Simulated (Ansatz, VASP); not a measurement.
## Cross-check of Os (Osmium) between VASP and Ansatz

One calculation is typed for both programs; each brings its own data sets. How far apart do they land? The cell is taken from a series of runs on this material, whose earlier steps may have relaxed, scaled, displaced or heated it; both programs get it as it stands.

Main program and level: Ansatz 0.2.0; plane waves, with VASP 6.6.1 beside it; zone-centre phonons at LDA.

## Step 1: The structure

Symmetry: P6_3/mmc, No. 194, hexagonal system. Conventional cell: a = 2.709 Å, b = 2.709 Å, c = 4.334 Å, α = 90.00°, β = 90.00°, γ = 120.00°. Nearest to Os lie 12 Os at 2.67 to 2.71 Å.

Coordinates:

```
Os
1.0
     2.70914    0.00000    0.00000
    -1.35457    2.34618    0.00000
     0.00000    0.00000    4.33377
Os
2
Direct
  0.33333 0.66667 0.25000
  0.66667 0.33333 0.75000
```

## Step 2: VASP: zone-centre phonons, LDA

Second derivatives magnify differences that forces hide, and they need a tight electronic threshold.

Lines of VASP's logs that name or quote its potential files are left out, and so is its time.

Input file INCAR:

```
SYSTEM = Os
PREC = Accurate
ENCUT = 600
EDIFF = 1E-08
NELM = 120
ISMEAR = 1
SIGMA = 0.2
LREAL = .FALSE.
ALGO = Normal
GGA = PW92
NBANDS = 14
LASPH = .TRUE.
LORBIT = 11
LWAVE = .FALSE.
LCHARG = .FALSE.
ISIF = 2
IBRION = 8
GGA_COMPAT = .FALSE.
KPAR = 2
```

Input file POSCAR:

```
Os
1.0
    2.7091368925      0.0000000000      0.0000000000
   -1.3545684462      2.3461813712      0.0000000000
    0.0000000000      0.0000000000      4.3337734063
Os
2
Direct
    0.3333333361      0.6666666695      0.2500000000
    0.6666666695      0.3333333361      0.7500000000
```

Input file KPOINTS:

```
Automatic mesh
0
Gamma
18 18 12
0 0 0
```

Potentials, in the order of the species: Os (LDA family, release 64).

Started as:

```sh
$ mpirun -np 2 vasp_std
```

Numbers of over 12 decimals in the logs are rounded to 6 here.

The log of the run:

```text
[banner, memory and clock lines left out]
running    2 mpi-ranks, on    1 nodes
 distrk:  each k-point on    1 cores,    2 groups
 distr:  one band on    1 cores,    1 groups

 POSCAR found type information on POSCAR Os
 POSCAR found :  1 types and       2 ions
|                                                                             |
|               ----> ADVICE to this user running VASP <----                  |
|                                                                             |
|     You enforced a specific xc type in the INCAR file but a different       |
|     [... a line on the potential file left out ...]
|     I HOPE YOU KNOW WHAT YOU ARE DOING!                                     |
|                                                                             |

 LDA part: xc-table for (Slater(with rela. corr.)+PW92), standard interpolation
 POSCAR, INCAR and KPOINTS ok, starting setup
 FFT: planning ... GRIDC
 FFT: planning ... GRID_SOFT
 FFT: planning ... GRID
 WAVECAR not read
 entering main loop
       N       E                     dE             d eps       ncg     rms          rms(c)
DAV:   1     0.111380455135E+03    0.11138E+03   -0.82887E+03  7252   0.123E+03
DAV:   2    -0.210177417604E+02   -0.13240E+03   -0.11683E+03  7462   0.359E+02
DAV:   3    -0.268237076132E+02   -0.58060E+01   -0.55037E+01  9468   0.670E+01
DAV:   4    -0.268809430904E+02   -0.57235E-01   -0.57124E-01  7852   0.670E+00
DAV:   5    -0.268812460492E+02   -0.30296E-03   -0.30293E-03  9548   0.446E-01    0.336E+01
DAV:   6    -0.256447529147E+02    0.12365E+01   -0.11712E+00  8896   0.968E+00    0.148E+01
DAV:   7    -0.253079188234E+02    0.33683E+00   -0.70417E-01  9166   0.734E+00    0.875E-01
DAV:   8    -0.252993397176E+02    0.85791E-02   -0.71275E-03  7378   0.654E-01    0.352E-01
DAV:   9    -0.252973009852E+02    0.20387E-02   -0.14947E-03  8722   0.397E-01    0.523E-02
DAV:  10    -0.252973085231E+02   -0.75380E-05   -0.24723E-05  9040   0.392E-02    0.151E-02
DAV:  11    -0.252973011276E+02    0.73956E-05   -0.22007E-06  8320   0.178E-02    0.979E-04
DAV:  12    -0.252973010487E+02    0.78879E-07   -0.55778E-08  8962   0.238E-03    0.170E-04
DAV:  13    -0.252973010480E+02    0.66996E-09   -0.13902E-09  5294   0.368E-04
   1 F= -.25297301E+02 E0= -.25297453E+02  d E =0.457120E-03
 Linear response reoptimize wavefunctions to high precision
DAV:   1    -0.252973010478E+02    0.19463E-09   -0.14798E-10  5402   0.112E-04
DAV:   2    -0.252973010478E+02   -0.22737E-11   -0.12294E-11  4244   0.398E-05
 Linear response DOF=           2
 Linear response progress:
  Degree of freedom:   1/  2
       N       E                     dE             d eps       ncg     rms          rms(c)
RMM:   1    -0.196654485073E+00   -0.19665E+00   -0.11111E-01 53787   0.253E+00
RMM:   2    -0.193358552499E+00    0.32959E-02   -0.16779E-03 45061   0.501E-01    0.153E-01
RMM:   3    -0.192164416253E+00    0.11941E-02   -0.50277E-04 50149   0.153E-01    0.856E-02
RMM:   4    -0.191526925066E+00    0.63749E-03   -0.75365E-04 50647   0.182E-01    0.114E-02
RMM:   5    -0.191594132642E+00   -0.67208E-04   -0.14659E-05 51913   0.263E-02    0.371E-03
RMM:   6    -0.191578461629E+00    0.15671E-04   -0.17590E-06 52009   0.679E-03    0.141E-03
RMM:   7    -0.191573509077E+00    0.49526E-05   -0.21790E-07 53260   0.205E-03    0.761E-04
RMM:   8    -0.191569995469E+00    0.35136E-05    0.38493E-08 52383   0.964E-04    0.836E-05
RMM:   9    -0.191569738339E+00    0.25713E-06    0.71184E-08 53927   0.186E-04    0.219E-05
RMM:  10    -0.191569638158E+00    0.10018E-06    0.21898E-08 53902   0.588E-05    0.370E-06
RMM:  11    -0.191569624987E+00    0.13171E-07   -0.31503E-09 53338   0.405E-05    0.103E-06
RMM:  12    -0.191569628173E+00   -0.31858E-08   -0.28261E-10 42834   0.363E-05    0.316E-07
 first order change of Fermi-energy  -0.13821E-04
 force on displaced ion       1 direction 1 :  -9.288   0.000   0.000
 Linear response progress:
  Degree of freedom:   2/  2
       N       E                     dE             d eps       ncg     rms          rms(c)
RMM:   1    -0.252650769009E+00   -0.25265E+00   -0.13943E-01 18978   0.266E+00
RMM:   2    -0.244511305564E+00    0.81395E-02   -0.57532E-03 15122   0.709E-01    0.183E-01
RMM:   3    -0.243893783508E+00    0.61752E-03   -0.67007E-04 17707   0.148E-01    0.102E-01
RMM:   4    -0.243988821436E+00   -0.95038E-04   -0.35778E-04 17793   0.142E-01    0.134E-02
RMM:   5    -0.244052451104E+00   -0.63630E-04    0.23242E-05 18312   0.200E-02    0.854E-03
RMM:   6    -0.244061854745E+00   -0.94036E-05    0.62058E-06 18006   0.584E-03    0.414E-03
RMM:   7    -0.244079512566E+00   -0.17658E-04    0.28272E-06 18197   0.428E-03    0.431E-04
RMM:   8    -0.244078064933E+00    0.14476E-05   -0.68306E-07 18439   0.529E-04    0.162E-04
RMM:   9    -0.244076592429E+00    0.14725E-05    0.61387E-08 18447   0.175E-04    0.231E-05
RMM:  10    -0.244076568358E+00    0.24071E-07    0.51212E-08 17255   0.616E-05    0.497E-06
RMM:  11    -0.244076584554E+00   -0.16195E-07    0.44549E-09 18732   0.433E-05    0.188E-06
RMM:  12    -0.244076581660E+00    0.28940E-08   -0.97343E-09 17654   0.386E-05    0.326E-07
 first order change of Fermi-energy   0.98674E-04
 force on displaced ion       1 direction 3 :  -0.000   0.000 -16.066
 Linear response finished
```

Parts of OUTCAR (step 2):

```text
ion  position               nearest neighbor table
   1  0.333  0.667  0.250-   2 2.67   2 2.67   2 2.67   2 2.67   2 2.67   2 2.67
   2  0.667  0.333  0.750-   1 2.67   1 2.67   1 2.67   1 2.67   1 2.67   1 2.67

  LATTYP: Found a hexagonal cell.
 ALAT       =     2.7091368925
 C/A-ratio  =     1.5996878631

 Subroutine GETGRP returns: Found 24 space group operations
 (whereof 12 operations were pure point group operations)

The static configuration has the point symmetry D_3d.
 The point group associated with its full space group is D_6h.

 Found    259 irreducible k-points:

   k-points           NKPTS =    259   k-points in BZ     NKDIM =    259   number of bands    NBANDS=     14

   dimension x,y,z NGX =    24 NGY =   24 NGZ =   36
   dimension x,y,z NGXF=    48 NGYF=   48 NGZF=   72

   ENCUT  =  600.0 eV  44.10 Ry    6.64 a.u.   5.41  5.41  8.66*2*pi/ulx,y,z

   NELECT =      16.0000    total number of electrons

 k-points in reciprocal lattice and weights: Automatic mesh
   0.00000000  0.00000000  0.00000000       0.000
   0.05555556  0.00000000  0.00000000       0.002
   0.11111111  0.00000000  0.00000000       0.002
   0.16666667  0.00000000  0.00000000       0.002
   0.22222222  0.00000000  0.00000000       0.002
   0.27777778  0.00000000  0.00000000       0.002
   0.33333333  0.00000000  0.00000000       0.002
   0.38888889  0.00000000  0.00000000       0.002
   0.44444444  0.00000000  0.00000000       0.002
[...]
0.33333333  0.27777778  0.50000000       0.003
   0.33333333  0.33333333  0.50000000       0.001

 average (electrostatic) potential at core
       1 -43.3211       2 -43.3211

  Total        0.1305307      0.1305307     -1.2127225      0.0000000     -0.0000000      0.0000000
  in kB        7.5921476      7.5921476    -70.5363984      0.0000000     -0.0000000      0.0000000
  external PRESSURE =     -18.4507011 kB  Pullay stress =       0.0000000 kB

  energy-cutoff  :      600.00
  volume of cell :       27.55
      direct lattice vectors                 reciprocal lattice vectors
     2.709136893  0.000000000  0.000000000     0.369121251  0.213112254  0.000000000
    -1.354568446  2.346181371  0.000000000     0.000000000  0.426224508  0.000000000
     0.000000000  0.000000000  4.333773406     0.000000000  0.000000000  0.230745797

 POSITION                                       TOTAL-FORCE (eV/Angst)
 -----------------------------------------------------------------------------------
      0.00000      1.56412      1.08344         0.000000      0.000000      0.000000
      1.35457      0.78206      3.25033        -0.000000     -0.000000      0.000000
 -----------------------------------------------------------------------------------
    total drift:                               -0.000000     -0.000000      0.000000

 Eigenvectors and eigenvalues of the dynamical matrix
 ----------------------------------------------------

   1 f  =    6.425558 THz    40.372970 2PiTHz  214.333534 cm-1    26.573959 meV
             X         Y         Z           dx          dy          dz
      0.000000  1.564121  1.083443     0.000000    0.000000   -0.707107
      1.354568  0.782060  3.250330     0.000000    0.000000    0.707107

   2 f  =    4.885544 THz    30.696776 2PiTHz  162.964192 cm-1    20.204976 meV
             X         Y         Z           dx          dy          dz
      0.000000  1.564121  1.083443     0.626380    0.328099    0.000000
      1.354568  0.782060  3.250330    -0.626380   -0.328099    0.000000

   3 f  =    4.885544 THz    30.696776 2PiTHz  162.964192 cm-1    20.204976 meV
             X         Y         Z           dx          dy          dz
      0.000000  1.564121  1.083443    -0.328099    0.626380    0.000000
      1.354568  0.782060  3.250330     0.328099   -0.626380    0.000000

   4 f  =    0.000000 THz     0.000001 2PiTHz    0.000003 cm-1     0.000000 meV
             X         Y         Z           dx          dy          dz
      0.000000  1.564121  1.083443    -0.706774    0.021699    0.000000
      1.354568  0.782060  3.250330    -0.706774    0.021699    0.000000

   5 f  =    0.000000 THz     0.000000 2PiTHz    0.000002 cm-1     0.000000 meV
             X         Y         Z           dx          dy          dz
      0.000000  1.564121  1.083443    -0.021699   -0.706774    0.000000
      1.354568  0.782060  3.250330    -0.021699   -0.706774    0.000000

   6 f  =    0.000000 THz     0.000000 2PiTHz    0.000000 cm-1     0.000000 meV
             X         Y         Z           dx          dy          dz
      0.000000  1.564121  1.083443     0.000000    0.000000    0.707107
      1.354568  0.782060  3.250330     0.000000    0.000000    0.707107

 ELASTIC MODULI CONTR FROM IONIC RELAXATION (kBar)
 Direction    XX          YY          ZZ          XY          YZ          ZX
 --------------------------------------------------------------------------------
 XX         -35.1489     35.1489      0.0000     -0.0000      0.0000     -0.0000
 YY          35.1489    -35.1489     -0.0000     -0.0000     -0.0000      0.0000
 ZZ           0.0000     -0.0000     -0.0000     -0.0000     -0.0000      0.0000
 XY          -0.0000     -0.0000     -0.0000    -35.1489     -0.0000      0.0000
 YZ           0.0000     -0.0000     -0.0000     -0.0000     -0.0000      0.0000
 ZX          -0.0000      0.0000      0.0000      0.0000      0.0000     -0.0000
 --------------------------------------------------------------------------------
```

## Step 3: Ansatz: zone-centre phonons, LDA

Ansatz runs on its PAW soft_1 files.

The same cell, functional (in two slightly different forms), mesh and smearing now go to Ansatz, which takes its cutoff from its data sets.

Input file input.yaml:

```yaml
crystal:
  lattice:
    - [2.7091368925, 0.0, 0.0]
    - [-1.3545684462, 2.3461813712, 0.0]
    - [0.0, 0.0, 4.3337734063]
  atoms:
    - { symbol: Os, position: [0.3333333324, 0.6666666676, 0.25] }
    - { symbol: Os, position: [0.6666666676, 0.3333333324, 0.75] }
kpoints:
  mp_grid: { grid: [18, 18, 12] }
hamiltonian:
  xc: lda
  pseudopotentials: { kind: paw, azcp: { folder: soft_1 }, xc_functional: pbe }
scf:
  occupations: { method: methfessel_paxton, width: 0.2 }
output:
  eigenvalues: true
phonons:
  method: dfpt
```

Started as:

```sh
$ ansatz run input.yaml --threads 4 --pin off --max-ram 10240MiB --backend cpu --events-out ev --progress --plain --runs-dir out
```

The log of the run:

```text
zone centre: on kpoints.mp_grid the ground state, and the responses unless they are solved on pairs of k-points, stand on 637 of the mesh's 3888 k-points, reduced under 4 symmetry operations, with k and −k counted as one. Each operation leaves every solved displacement unchanged or reverses it
Engine: ansatz 0.2.0, aarch64-unknown-linux-gnu
Pseudopotentials: kind: paw
Pseudopotential: Os, paw, valence charge 16, recommended cutoff 420 eV (normal), soft_1/Os.paw.azcp
Functional definition: SPW92
  exchange = slater_x
  correlation = pw_c
Crystal: 2 atoms, lattice volume = 27.546 Å³
Basis set: ecut = 420 eV, 549 PW (Γ), exchange–correlation on 40×40×60 points (8 copies of the dense FFT grid, shifted against one another)
Bands: 20, of which v1, the nominal top of the filled ones, is band 16 counted from 1 (15 counted from 0)
Symmetry: 24 space group operations
k-points: 637 of 3888 (irreducible under 4 space group operations, time reversal used)
Non-local potential: Os, projectors of the file, l = 0: 3, l = 1: 2, l = 2: 2, l = 3: 1
PAW form: soft (Blöchl's): semilocal exchange-correlation on the pseudo side does not see the compensation charge
PAW frozen core: Os, regenerated for the run's functional, and the local potential with it (the file was generated under x = pbe(κ = 0.804, μ = 0.219515), c = pbe(β = 0.066725))
PAW one-centre angular grid: Os, 590 points (default); XC on 64 Gauss nodes
Initial density: superposition of atomic densities (chi_scale 0.1, normalization cell)
Initial wavefunctions: pseudopotential atomic-orbital guess
Functional: x = slater, c = lda
SCF iter   1: F=—  HF=-22239.397328 eV  |F-HF|=—  |Δ(HF+E_count)|=         —  Δρ=6.08e-2  dr2=8.41e-1  ethr=3.10e-3  ⟨swp⟩=5.0  Hψ=116398  notcnv=0  defer=46
automatic band count: the SCF goes on with 24 bands, as 20 were too few: they end inside the smearing window of the response
preconditioner: auto → none  [metal: Δε(μ)=0.023 eV  Ē_g=12.270 eV  σ=0.200 eV  W_gap=0.10  n_scr=8 (ndim 8)  ℏωp=28.3 eV  f_vac=0.000  D(μ)=1.17/eV (n_scr^D=8)  sad-step TF]
SCF iter   2: F=—  HF=-22239.169178 eV  |F-HF|=—  |Δ(HF+E_count)|=   2.28e-1  S|Δr|=    0.00e0  Δρ=3.55e-2  dr2=2.79e-1  ethr=2.63e-3  ⟨swp⟩=2.0  Hψ=22918  notcnv=0  defer=437
SCF iter   3: F=—  HF=-22239.064410 eV  |F-HF|=—  |Δ(HF+E_count)|=   1.05e-1  S|Δr|=    0.00e0  Δρ=1.67e-3  dr2=4.09e-4  ethr=8.72e-4  ⟨swp⟩=2.0  Hψ=21710  notcnv=0  defer=437
SCF iter   4: F=—  HF=-22239.064089 eV  |F-HF|=—  |Δ(HF+E_count)|=   3.21e-4  S|Δr|=    0.00e0  Δρ=2.20e-4  dr2=4.99e-6  ethr=1.28e-6  ⟨swp⟩=2.2  Hψ=22710  notcnv=0  defer=667
SCF iter   5: F=—  HF=-22239.064086 eV  |F-HF|=—  |Δ(HF+E_count)|=   2.56e-6  S|Δr|=    0.00e0  Δρ=4.68e-5  dr2=3.90e-7  ethr=1.56e-8  ⟨swp⟩=2.2  Hψ=23834  notcnv=0  defer=667
SCF iter   6: F=—  HF=-22239.064092 eV  |F-HF|=—  |Δ(HF+E_count)|=   5.70e-6  S|Δr|=    0.00e0  Δρ=7.17e-6  dr2=7.75e-9  ethr=1.22e-9  ⟨swp⟩=2.5  Hψ=21673  notcnv=0  defer=768
SCF iter   7: F=—  HF=-22239.064092 eV  |F-HF|=—  |Δ(HF+E_count)|=   1.80e-9  S|Δr|=    0.00e0  Δρ=1.31e-6  dr2=9.00e-11  ethr=2.42e-11  ⟨swp⟩=2.2  Hψ=21998  notcnv=0  defer=768
SCF iter   8: F=-22239.064092 eV  HF=-22239.064092 eV  |F-HF|=3.64e-12  |Δ(HF+E_count)|=  1.02e-10  S|Δr|=    0.00e0  Δρ=1.35e-7  dr2=2.71e-12  ethr=1.00e-12  ⟨swp⟩=9.7  Hψ=69605  notcnv=0
SCF 1 converged in 8 iterations: F = -22239.064092 eV  dr2 = 2.71e-12
  greatest PAW one-centre occupation: 1.000 electrons in one spin orbital (limit 2), on the Os atom at site 1 (counted from 0), in its partial waves of l = 0
DFPT response loops at Γ: preconditioner auto → Kerker (q_TF=auto, 2.797 Å⁻¹) (partly filled bands, converged f_vac=0.000); β = 1.00, the filter's whole step (`scf.mixing.beta` (0.50) is not read by the response loops under this deck's `scf.mixing.preconditioner`; to damp them name `kerker` or `kerker_dos`, under which they read `scf.mixing.beta`, and type it under 1.00, their step now; both keys bind the ground state too); Broyden in place of MSR1
SCF converged after 8 iterations
Stability not checked: this state was not tested for a lower state beside it, because cold or Methfessel-Paxton smearing, or corrected tetrahedra, fill the levels in a way that the test cannot read (fill_not_monotonic; see scf.lower_state_search)
Free energy (F): -22239.064092 eV
Harris-Foulkes:  -22239.064092 eV  (|F-HF|=3.64e-12)
Internal energy: -22239.064611 eV  (E = F + TS)
E sigma→0 (E₀):  -22239.064222 eV
Entropy (-TS):   0.000519 eV (0.259 meV/atom)
Fermi energy:    26.126991 eV
--- Per-component energies (eV) ---
  E_band       = -127.538383
  E_kinetic    = 987.107021
  E_local      = -1806.035739  (includes V_loc(G=0)·N_el)
  E_nonlocal   = 405.795623
  E_hartree    = 645.372412
  E_xc         = -466.386688
  E_vxc        = -493.933348  (∫ρ·V_xc dr)
  E_paw        = -17564.359080  (= ΣΔE_a)
  E_vpaw       = -511.217685  (= ΣTr[D̂ρ^β])
  E_aug_tail   = 0.000848  (compensation charges beyond the density's cutoff)
  E_ewald      = -4441.284655
  E_core_change = 0.725646  (= ΣΔE_core)
  E_smearing   = 0.000519  (= −TS)
  E_closure    = -0.000000  (closes the sum)
  Σ components = -22239.064092   (vs F -22239.064092, Δ=0.00e0)
--- Band table (eV; the first three rows and the last of 637) ---
  k-point 0: bands = [... 12 lower, 23.1069, 23.8385, 23.8385, 24.6462, 24.6462, 26.0852, 27.8700, 27.8700, ... 4 higher]
  k-point 1: bands = [... 12 lower, 23.0579, 23.7835, 23.7835, 24.7741, 24.7741, 25.7901, 27.8798, 27.8798, ... 4 higher]
  k-point 2: bands = [... 12 lower, 22.9211, 23.6344, 23.6344, 25.0538, 25.1064, 25.1064, 27.8876, 27.8876, ... 4 higher]
  k-point 636: bands = [... 12 lower, 22.6628, 22.6628, 24.4519, 24.4519, 28.4778, 28.4778, 31.1492, 31.1492, ... 4 higher]
--- Phonons (Γ-DFPT): 2 representative perturbations + reference, on 637 of 3888 k-points (Σ response iterations 4) ---
  k mesh reduced under 4 symmetry operations, with k and −k counted as one. Each operation leaves every solved displacement unchanged or reverses it
  ASR residual: 1.084e-4 → 0.000e0 eV/Å²; symmetrization residual: 8.095e-10 eV/Å²
  ASR residual per site (eV/Å²): 1.08e-4 1.08e-4
  Γ frequencies (cm⁻¹): 0.00 0.00 0.00 163.66 163.66 216.32
  non-analytic LO–TO correction: not included (Born effective charges unavailable; polar crystals: no LO–TO splitting at Γ)
```

## Step 4: Comparison

Known differences besides the potentials themselves: the data sets hold 32 valence electrons in Ansatz (on its PAW soft_1 files) and 16 in VASP; the cutoff is 420 eV in Ansatz and 600 eV in VASP; VASP's log shows a relativistic correction to its local exchange, Ansatz's none. Total energies have different zeros and are not compared.

The two programs side by side:

```csv
quantity,Ansatz,VASP,difference
optical mode 1 to 2 (cm⁻¹),163.7,163.0,+0.43 %
optical mode 3 (cm⁻¹),216.3,214.3,+0.93 %
```

Modes are paired by rising frequency, not by their patterns, so a pair may set unlike modes beside each other; they are those without the splitting of longitudinal modes.

## Step 5: Summary of results

```
r.m.s. difference of the optical zone-centre modes, each program's sorted by frequency (zone-centre phonons, LDA) : 1.3 cm⁻¹
difference in optical mode 3 (zone-centre phonons, LDA)                                                           : +0.9 %
```

The r.m.s. difference of the optical zone-centre modes, each program's sorted by frequency is 1.3 cm⁻¹ (zone-centre phonons, LDA). The data sets hold unlike numbers of valence electrons (32 in Ansatz and 16 in VASP), so part of the differences comes from the potentials. Among the rows given in per cent, the largest difference of the zone-centre phonons, LDA pair is in optical mode 3, +0.9 %. How closely two codes agree says nothing of how well the functional describes the real material.

[Lines on the potential files, build, host, timing and source positions are cut from VASP's logs without a mark.]

[Logs are printed without paths, hosts, clocks, repeated set-up lines and the standing remarks that a program may print on its own settings, such as how far it seeks lower states.]

[Hosts, paths, dates, database ids (printed as entryN), source tags and the programs' standing remarks are cut or masked in the printed files.]
